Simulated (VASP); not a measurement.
OSZICAR of a VASP run on CdTe (zinc blende):

**OSZICAR**
```
       N       E                     dE             d eps       ncg     rms          rms(c)
DAV:   1     0.996627635419E+02    0.99663E+02   -0.84790E+03   424   0.120E+03
DAV:   2    -0.100813506900E+01   -0.10067E+03   -0.96301E+02   466   0.273E+02
DAV:   3    -0.498559642723E+01   -0.39775E+01   -0.39687E+01   496   0.566E+01
DAV:   4    -0.502482517445E+01   -0.39229E-01   -0.39225E-01   579   0.498E+00
DAV:   5    -0.502493309461E+01   -0.10792E-03   -0.10792E-03   501   0.252E-01    0.554E+00
DAV:   6    -0.480653709086E+01    0.21840E+00   -0.46287E-01   471   0.886E+00    0.450E+00
DAV:   7    -0.479122605630E+01    0.15311E-01   -0.12013E-01   466   0.255E+00    0.174E+00
DAV:   8    -0.479203902182E+01   -0.81297E-03   -0.10655E-02   421   0.143E+00    0.502E-01
DAV:   9    -0.479237619361E+01   -0.33717E-03   -0.97392E-04   481   0.366E-01    0.116E-01
DAV:  10    -0.479244693664E+01   -0.70743E-04   -0.13043E-04   436   0.117E-01    0.528E-02
DAV:  11    -0.479249046793E+01   -0.43531E-04   -0.86223E-05   434   0.676E-02    0.356E-02
DAV:  12    -0.479248927438E+01    0.11935E-05   -0.34356E-06   483   0.177E-02    0.211E-02
DAV:  13    -0.479248907371E+01    0.20067E-06   -0.51293E-07   298   0.408E-03
   1 F= -.53145155E+01 E0= -.53145155E+01  d E =-.531452E+01
```

Task: Which electronic solver shows in the log?

Result: It is blocked Davidson (ALGO = Normal, or the opening steps of other solvers). The INCAR had ALGO = Normal.

Task: Can the final energy be trusted as converged?

Result: The run converged. It stopped with EDIFF = 1E-6, NELM = 100, NSW = 60 and EDIFFG = -0.01 after 1 ionic step (PBE GGA with D3 dispersion (zero damping), plane waves, VASP's PBE PAW potentials (set 64)).

The compound is CdTe in the zinc blende structure. It was relaxed first. The start is the result of an earlier pass.
